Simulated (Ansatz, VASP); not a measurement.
# TlNiF4 in VASP and in Ansatz

```
CELL_PARAMETERS angstrom
3.59031 0.00000 0.00000
0.00000 3.59031 0.00000
0.00000 0.00000 6.31019
ATOMIC_POSITIONS crystal
Tl 0.50000 0.50000 0.50000
Ni 0.00000 0.00000 0.00000
F 0.50000 0.00000 0.00000
F 0.00000 0.50000 0.00000
F 0.00000 0.00000 0.27370
F 0.00000 0.00000 0.72630
```

Alike in both runs: task single point; functional PBE; k mesh 9 × 9 × 6; no spin polarisation.

|  | VASP | Ansatz |
| --- | --- | --- |
| version | VASP 6.6.1 | Ansatz 0.2.0 |
| potentials or method | VASP PAW PBE potentials, release 64 (Tl_d, Ni, F) | PAW plane waves |
| plane-wave cutoff (eV) | 520 | 420 |
| occupations | fermi-dirac, width 0.1 eV | fermi-dirac |
| valence electrons in the cell | 51 | 59 |

Ansatz gave:

| Item | Value |
| --- | --- |
| pressure (GPa) | 16.5 |
| largest component of the traceless stress (GPa) | 0.18 |
| rms of the force components (eV/Å) | 0.793 |

Question: Estimate VASP's values.

Answer: Pressure (GPa): 16.6; largest component of the traceless stress (GPa): 0.48; rms of the force components (eV/Å): 0.830.

Atom by atom the forces differ by 0.038 eV/Å (rms over components). The two sets of potentials don't hold the same shells in valence.

Caveats: so large a pressure means that the cell lies far from this level's equilibrium, or that cutoff or potentials fall short (VASP); an odd number of electrons without spin polarisation forces a metal; a magnetic or distorted state may lie lower; the run has no spin polarisation, though such a crystal can be magnetic; semilocal functionals often make such compounds metallic where correlation or magnetic order opens a gap, which also shifts bond lengths. Spin polarisation is off, so any magnetic state and its effect on volume and gap are missing. With open d or f shells a metallic result of PBE can be an artefact of self-interaction; +U or a hybrid may open a gap.
